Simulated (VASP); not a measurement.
These are PBE GGA with D3 dispersion (zero damping), VASP's PBE PAW potentials (set 64) (plane waves; VASP 6.6.1) values and carry that method's errors.

VASP input:

**KPOINTS**
```
k-points along high-symmetry lines
15
Line-mode
Reciprocal
  0.000000   0.000000   0.000000 ! GAMMA
  0.000000   0.500000   0.000000 ! X

  0.000000   0.500000   0.000000 ! X
  0.500000   0.500000   0.000000 ! M

  0.500000   0.500000   0.000000 ! M
  0.000000   0.000000   0.000000 ! GAMMA

  0.000000   0.000000   0.000000 ! GAMMA
  0.500000   0.500000   0.500000 ! R

  0.500000   0.500000   0.500000 ! R
  0.000000   0.500000   0.000000 ! X

  0.500000   0.500000   0.500000 ! R
  0.500000   0.500000   0.000000 ! M
```

POSCAR:
```
BaHfO3
4.1838890
  0.9999999627   0.0000000000   0.0000000000
  0.0000000000   0.9999999627   0.0000000000
  0.0000000000   0.0000000000   0.9999999627
Ba Hf O
1 1 3
Cart
  0.0000000000   0.0000000000   0.0000000000
  0.4999999813   0.4999999813   0.4999999813
  0.4999999813   0.0000000000   0.4999999813
  0.0000000000   0.4999999813   0.4999999813
  0.4999999813   0.4999999813   0.0000000000
```

INCAR:
```
ICHARG=11   # fixed density
EDIFF=1E-7   # SCF stop (eV)
LORBIT=11   # lm-projected
SIGMA=0.05   # width (eV)
ENCUT=520
LASPH=.True.   # aspherical one-centre terms
SYSTEM=BaHfO3
LWAVE=.False.
LMAXMIX=6
IVDW=11
NELM=100
LCHARG=.False.
GGA=PE   # PBE
ALGO=Normal
LREAL=.False.   # projection in real space or not
ISMEAR=0
PREC=Accurate
```

POTCAR, in this order: Ba_sv Hf_pv O (PBE.64 set). Program: vasp_std. Read from the step before: CHGCAR.

The run wrote:

OSZICAR:
```
       N       E                     dE             d eps       ncg     rms          rms(c)
DAV:   1     0.229020456169E+03    0.22902E+03   -0.21335E+04  4140   0.160E+03
DAV:   2    -0.280140507306E+02   -0.25703E+03   -0.25126E+03  5303   0.349E+02
DAV:   3    -0.420576415417E+02   -0.14044E+02   -0.14006E+02  5622   0.745E+01
DAV:   4    -0.423399905148E+02   -0.28235E+00   -0.28219E+00  5719   0.102E+01
DAV:   5    -0.423466894507E+02   -0.66989E-02   -0.66984E-02  5874   0.110E+00
DAV:   6    -0.423468038548E+02   -0.11440E-03   -0.11440E-03  5817   0.128E-01
DAV:   7    -0.423468055669E+02   -0.17121E-05   -0.17121E-05  5929   0.127E-02
DAV:   8    -0.423468055869E+02   -0.19939E-07   -0.19931E-07  4015   0.134E-03
   1 F= -.43137142E+02 E0= -.43137142E+02  d E =-.140471E-20
```

File OUTCAR:
```
 val. band max:        2.4119528768   @ k =   0.5000   0.5000   0.5000

 cond. band min:       5.9785883491   @ k =   0.0000   0.0000   0.0000



 k-point     1 :       0.0000    0.0000    0.0000
  band No.  band energies     occupation
      1     -26.4117      2.00000
      2     -26.4117      2.00000
      3     -26.4117      2.00000
      4     -22.8635      2.00000
      5     -14.2483      2.00000
      6     -13.7119      2.00000
      7     -13.7119      2.00000
      8      -8.0074      2.00000
      9      -8.0074      2.00000
     10      -8.0074      2.00000
     11       0.7318      2.00000
     12       0.7318      2.00000
     13       0.7318      2.00000
     14       1.4443      2.00000
     15       1.4443      2.00000
     16       1.4443      2.00000
     17       2.1870      2.00000
     18       2.1870      2.00000
     19       2.1870      2.00000
     20       5.9786      0.00000
     21       5.9786      0.00000
     22       5.9786      0.00000
     23       7.0979      0.00000

 k-point     2 :       0.0000    0.0357    0.0000
  band No.  band energies     occupation
      1     -26.4134      2.00000
      2     -26.4117      2.00000
      3     -26.4117      2.00000
      4     -22.8626      2.00000
      5     -14.2462      2.00000
      6     -13.7116      2.00000
      7     -13.7074      2.00000
      8      -8.0065      2.00000
      9      -8.0065      2.00000
     10      -8.0048      2.00000
     11       0.7101      2.00000
     12       0.7285      2.00000
     13       0.7285      2.00000
     14       1.4309      2.00000
     15       1.4309      2.00000
     16       1.4337      2.00000
     17       2.1483      2.00000
     18       2.1808      2.00000
     19       2.1808      2.00000
     20       5.9842      0.00000
     21       6.0109      0.00000
     22       6.0109      0.00000
     23       7.1199      0.00000

 k-point     3 :       0.0000    0.0714    0.0000
  band No.  band energies     occupation
...
```

The density is held fixed in this step, so its total energy and stress have no physical meaning. Unless said otherwise, spin-orbit coupling is left out, though it shifts the bands of the heavy elements here.

The compound is BaHfO3 in the cubic perovskite structure. It was relaxed first.
